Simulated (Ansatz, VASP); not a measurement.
# NiSb (Breithauptite) in two plane-wave programs, part 2 of 2

Wanted: the spread between two codes on one cell, functional and k mesh. The cell is taken from a series of runs on this material, whose earlier steps may have relaxed, scaled, displaced or heated it; both programs get it as it stands.

VASP 6.6.1 and Ansatz 0.2.0.

So far: The starting structure; VASP: relaxation of cell and atoms, PBE with D3(BJ).

## Step 3: Ansatz: relaxation of cell and atoms, PBE with D3(BJ)

Level of this step: Ansatz beside VASP: Kohn-Sham DFT, plane waves, PBE with D3(BJ) (Ansatz).

Ansatz runs on its default PAW (the set named soft_2) files.

The same cell, functional, mesh and smearing now go to Ansatz, which takes its cutoff from its data sets.

Input file input.yaml:

```yaml
crystal:
  lattice:
    - [3.928, 0.0, 0.0]
    - [-1.964, 3.4017477861, 0.0]
    - [0.0, 0.0, 5.12]
  atoms:
    - { symbol: Ni, position: [0.0, 0.0, 0.0] }
    - { symbol: Ni, position: [0.0, 0.0, 0.5] }
    - { symbol: Sb, position: [0.3333333333, 0.6666666667, 0.25] }
    - { symbol: Sb, position: [0.6666666667, 0.3333333333, 0.75] }
kpoints:
  mp_grid: { grid: [12, 12, 8] }
hamiltonian:
  xc: pbe
  dispersion: d3bj
scf:
  occupations: { method: gaussian, width: 0.1 }
output:
  forces: true
  stress: true
  eigenvalues: true
relax:
  adjacent_minimum: "off"
  f_tol: 0.005
  max_steps: 60
  cell: { stress_tol: 0.03 }
```

On the command line:

```sh
> ansatz run input.yaml --threads 4 --pin off --max-ram 8192MiB --backend cpu --events-out ev --progress --plain --runs-dir out
```

Numbers of over 12 decimals in the logs are rounded to 6 here.

The log of the run:

```text
Engine: ansatz 0.2.0, aarch64-unknown-linux-gnu
Pseudopotentials: kind: paw
Pseudopotential: Ni, paw, valence charge 18, recommended cutoff 420 eV (normal), Ni.paw.azcp
Pseudopotential: Sb, paw, valence charge 15, recommended cutoff 420 eV (normal), Sb.paw.azcp
Functional definition: PBE
  parameter kappa = 0.804
  parameter beta = 0.066725
  exchange = pbe_x(kappa = kappa, mu = beta*pi^2/3)
  correlation = pbe_c(beta = beta)
Crystal: 4 atoms, lattice volume = 68.414 Å³
Basis set: ecut = 420 eV, 1385 PW (Γ), exchange–correlation on 54×54×72 points (8 copies of the dense FFT grid, shifted against one another)
Bands: 40, of which v1, the nominal top of the filled ones, is band 33 counted from 1 (32 counted from 0)
Symmetry: 24 space group operations
Space group: P63/mmc (ITA 194), of the structure as read, at distance tolerance 4.1e-5 Å
k-points: 95 of 1152
Non-local potential: Ni, projectors of the file, l = 0: 3, l = 1: 2, l = 2: 3, l = 3: 1
Non-local potential: Sb, projectors of the file, l = 0: 2, l = 1: 2, l = 2: 2, l = 3: 2
PAW form: soft (Blöchl's): semilocal exchange-correlation on the pseudo side does not see the compensation charge
PAW one-centre angular grid: Ni, 590 points (default); XC on 64 Gauss nodes
PAW one-centre angular grid: Sb, 590 points (default); XC on 64 Gauss nodes
Initial density: superposition of atomic densities (neutral atoms: chi_scale 0, normalization atom), corrected by the library's trained network
Initial wavefunctions: pseudopotential atomic-orbital guess
Functional: x = pbe(κ = 0.804, μ = 0.219515), c = pbe(β = 0.066725)
SCF iter   1: F=—  HF=-24651.580342 eV  |F-HF|=—  |Δ(HF+E_count)|=         —  Δρ=5.56e-3  dr2=1.25e-2  ethr=1.77e-3  ⟨swp⟩=6.5  Hψ=14992  notcnv=0  defer=6
preconditioner: auto → Kerker (q_TF=auto, 2.712 Å⁻¹)  [metal: Δε(μ)=0.021 eV  Ē_g=18.163 eV  σ=0.100 eV  W_gap=0.12  n_scr=22 (ndim 8)  ℏωp=31.7 eV  f_vac=0.006  D(μ)=1.50/eV (n_scr^D=8)]
SCF iter   2: F=—  HF=-24651.579214 eV  |F-HF|=—  |Δ(HF+E_count)|=   1.13e-3  Δρ=1.87e-3  dr2=1.64e-3  ethr=1.90e-5  ⟨swp⟩=2.0  Hψ=6296  notcnv=0  defer=12
SCF iter   3: F=—  HF=-24651.579110 eV  |F-HF|=—  |Δ(HF+E_count)|=   1.04e-4  Δρ=7.10e-4  dr2=3.94e-4  ethr=2.49e-6  ⟨swp⟩=1.0  Hψ=3656  notcnv=0  defer=12
SCF iter   4: F=—  HF=-24651.579091 eV  |F-HF|=—  |Δ(HF+E_count)|=   1.85e-5  Δρ=1.41e-4  dr2=1.90e-5  ethr=5.96e-7  ⟨swp⟩=1.6  Hψ=3902  notcnv=0  defer=12
SCF iter   5: F=—  HF=-24651.579087 eV  |F-HF|=—  |Δ(HF+E_count)|=   3.80e-6  Δρ=4.99e-5  dr2=1.08e-6  ethr=2.87e-8  ⟨swp⟩=2.0  Hψ=5050  notcnv=0  defer=12
SCF iter   6: F=—  HF=-24651.579087 eV  |F-HF|=—  |Δ(HF+E_count)|=   1.20e-7  Δρ=1.11e-5  dr2=1.12e-7  ethr=1.64e-9  ⟨swp⟩=2.0  Hψ=5067  notcnv=0  defer=12
SCF iter   7: F=-24651.579087 eV  HF=-24651.579087 eV  |F-HF|=2.60e-9  |Δ(HF+E_count)|=   5.74e-9  Δρ=2.98e-6  dr2=4.27e-9  ethr=1.52e-10  ⟨swp⟩=7.9  Hψ=16499  notcnv=0
SCF 1 converged in 7 iterations: F = -24651.579087 eV  dr2 = 4.27e-9
  greatest PAW one-centre occupation: 1.001 electrons in one spin orbital (limit 2), on the Ni atom at site 1 (counted from 0), in its partial waves of l = 1
relax step   1: F+E_penalty+E_count = -24651.57908730 eV  Δ(F+E_penalty+E_count) = +0.000e0 eV  max|allowed force component| = 3.585e-17 eV/Å  Δτ_max = 0.0000 Å  P = -0.922 GPa  Ω = 68.414 Å³  (7 SCF iters, dr2 threshold 1.00e-7 eV, accepted)
[...]
relax step   2: F+E_penalty+E_count = -24651.58080831 eV  Δ(F+E_penalty+E_count) = -1.721e-3 eV  max|allowed force component| = 7.401e-17 eV/Å  Δτ_max = 0.0000 Å  P = +0.152 GPa  Ω = 67.812 Å³  energy of the carried Pulay correction = +2.461e-4 eV  (6 SCF iters, dr2 threshold 4.00e-7 eV, accepted)
[...]
relax step   3: F+E_penalty+E_count = -24651.58084568 eV  Δ(F+E_penalty+E_count) = -3.737e-5 eV  max|allowed force component| = 7.864e-17 eV/Å  Δτ_max = 0.0000 Å  P = -0.002 GPa  Ω = 67.894 Å³  energy of the carried Pulay correction = +2.126e-4 eV  (6 SCF iters, dr2 threshold 1.09e-7 eV, accepted)
[...]
relax step   4: F+E_penalty+E_count = -24651.58062240 eV  Δ(F+E_penalty+E_count) = +2.233e-4 eV  max|allowed force component| = 7.864e-17 eV/Å  Δτ_max = 0.0000 Å  P = +0.002 GPa  Ω = 67.894 Å³  stress off target by 2.06e-2 GPa  SCF on the basis re-selected at this cell (its energy is not comparable with the rows above)  (6 SCF iters)
basis re-selected at this cell: Δ(F+E_penalty+E_count) = +2.233e-4 eV, ΔP = +0.004 GPa vs the last step (what re-selecting the basis moved, of the pressure what is left beyond the Pulay correction that the steps carried, after the strain that the cell walked since its last selection, with what the two solves' SCF thresholds leave and, on support functions, any second-order correction that the steps lacked; it is no m [...]
SCF converged after 6 iterations
Free energy (F): -24651.580622 eV
Harris-Foulkes:  -24651.580622 eV  (|F-HF|=0.00e0)
Internal energy: -24651.572708 eV  (E = F + TS)
E sigma→0 (E₀):  -24651.576665 eV
Entropy (-TS):   -0.007914 eV (-1.979 meV/atom)
Fermi energy:    15.499587 eV
--- Per-component energies (eV) ---
  E_band       = -852.669657
  E_kinetic    = 988.991251
  E_local      = -11040.929913  (includes V_loc(G=0)·N_el)
  E_nonlocal   = 2007.517152
  E_hartree    = 4834.539967
  E_xc         = -448.871256
  E_vxc        = -414.731070  (∫ρ·V_xc dr)
  E_paw        = -12423.021915  (= ΣΔE_a)
  E_vpaw       = -2062.598118  (= ΣTr[D̂ρ^β])
  E_aug_tail   = 0.000969  (compensation charges beyond the density's cutoff)
  E_ewald      = -8567.639998
  E_disp       = -2.158964  (pairwise vdW)
  E_smearing   = -0.007914  (= −TS)
  E_closure    = 0.000000  (closes the sum)
  Σ components = -24651.580622   (vs F -24651.580622, Δ=0.00e0)
--- Forces (eV/Å), atoms counted from 1 ---
  atom   1  Ni    -0.00000000     0.00000000    -0.00000000
  atom   2  Ni     0.00000000     0.00000000     0.00000000
  atom   3  Sb     0.00000000    -0.00000000     0.00000000
  atom   4  Sb     0.00000000     0.00000000    -0.00000000
  max |Σ_I F_I| component: 1.16e-17 eV/Å
--- Stress (GPa, compression-positive) ---
        0.013160       0.000000       0.000000
       -0.000000       0.013160       0.000000
        0.000000       0.000000      -0.020632
  P = ⅓ Tr σ = 0.0019 GPa (0.019 kbar)
--- Band table (eV; the first three rows and the last of 95) ---
  k-point 0: bands = [... 29 lower, 14.1337, 15.4651, 16.0432, 16.0432, 17.9875, 17.9875, 18.6116, 19.5539, ... 3 higher]
  k-point 1: bands = [... 29 lower, 14.0228, 15.3828, 16.2317, 16.2317, 17.9802, 17.9802, 18.7707, 19.0728, ... 3 higher]
  k-point 2: bands = [... 29 lower, 13.8004, 15.2158, 16.6665, 16.6665, 17.9431, 17.9431, 18.0385, 19.2199, ... 3 higher]
  k-point 94: bands = [... 29 lower, 13.4403, 14.0536, 14.0536, 14.1751, 14.1751, 19.7962, 19.7962, 22.9062, ... 3 higher]
--- Relaxed structure (3 steps of the walk, 3 accepted, 1 SCFs on fresh bases) ---
  F+E_penalty+E_count = -24651.58062240 eV   max|allowed force component| = 7.864e-17 eV/Å   (the final SCF, on the basis selected at the relaxed cell)
  cell:  # Å, volume = 67.8937 Å³
    - [3.919747, 0.0, 0]
    - [-1.959873, 3.394600, -3.4738451178385435e-19]
    - [0, -5.2285143172872775e-19, 5.102501]
  atoms:
    - { symbol: Ni, position: [0, 0, 0] }
    - { symbol: Ni, position: [0, 0, 0.500000] }
    - { symbol: Sb, position: [0.333333, 0.666667, 0.250000] }
    - { symbol: Sb, position: [0.666667, 0.333333, 0.75] }
```

In the SCF lines HF is the Harris–Foulkes energy and dr2 the Hartree energy of the density residual, in eV; the loop may stop once dr2 is under the threshold and the program's other checks hold. Hψ counts applications of the Hamiltonian.

## Step 4: Differences

Known differences besides the potentials themselves: the data sets hold 66 valence electrons in Ansatz (on its default PAW (the set named soft_2) files) and 30 in VASP; the cutoff is 420 eV in Ansatz and 600 eV in VASP; Ansatz adds a Pulay correction to the stress that steers its cell, VASP none. Total energies have different zeros and are not compared.

Both answers:

```csv
quantity,Ansatz,VASP,difference
volume (Å³),67.89,67.78,+0.17 %
"edge a after relaxation, in the typed setting (Å)",3.920,3.916,+0.10 %
"edge c after relaxation, in the typed setting (Å)",5.103,5.104,-0.03 %
```

## Step 5: Results

```json
{"difference in volume (relaxation of cell and atoms, PBE with D3(BJ))": "0.17 %"}
```

The difference in volume is 0.17 % (relaxation of cell and atoms, PBE with D3(BJ)), within the 1.2 % picked in this series as the mark of a large difference, as far as the stopping tolerances let one tell. The data sets hold unlike numbers of valence electrons (66 in Ansatz and 30 in VASP), so part of the differences comes from the potentials. 2 further runs of this series are not shown here. Such differences can come from data sets, numerical settings and the points named under the comparisons, not from the functional's error against experiment.

[Lines on the potential files, build, host, timing and source positions are cut from VASP's logs without a mark.]

[Logs are printed without paths, hosts, clocks, repeated set-up lines and the standing remarks that a program may print on its own settings, such as how far it seeks lower states.]

[Hosts, paths, dates, database ids (printed as entryN), source tags and the programs' standing remarks are cut or masked in the printed files.]
